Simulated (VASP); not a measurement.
OSZICAR of a VASP run on Pd:

File OSZICAR:
```
       N       E                     dE             d eps       ncg     rms          rms(c)
DAV:   1    -0.284400583364E+02   -0.28440E+02   -0.16967E-02  1356   0.101E+00    0.748E-01
DAV:   2    -0.286565597288E+02   -0.21650E+00   -0.85890E-01  1358   0.858E+00    0.439E+00
DAV:   3    -0.284365409008E+02    0.22002E+00   -0.41592E-01  1394   0.687E+00    0.671E-01
DAV:   4    -0.284354200300E+02    0.11209E-02   -0.13491E-02  1262   0.886E-01    0.291E-01
DAV:   5    -0.284349953661E+02    0.42466E-03   -0.15835E-03  1336   0.304E-01    0.654E-02
DAV:   6    -0.284350336465E+02   -0.38280E-04   -0.16203E-04  1270   0.932E-02    0.210E-02
DAV:   7    -0.284350480962E+02   -0.14450E-04   -0.85700E-06  1210   0.284E-02    0.196E-02
DAV:   8    -0.284350485086E+02   -0.41241E-06   -0.31252E-06   720   0.143E-02
   1 F= -.28435049E+02 E0= -.28432565E+02  d E =-.744933E-02
```

**Question.** Which electronic solver shows in the log?

**Answer.** It is blocked Davidson (ALGO = Normal, or the opening steps of other solvers). The INCAR had ALGO = Normal.

**Question.** Can the final energy be trusted as converged?

**Answer.** The calculation finished and met its thresholds. It stopped with EDIFF = 1E-6, NELM = 100 (PBEsol GGA, plane waves, VASP's PBE PAW potentials (set 64)).

The cell is a thin slab with vacuum, built from Pd (fcc): (111) face.
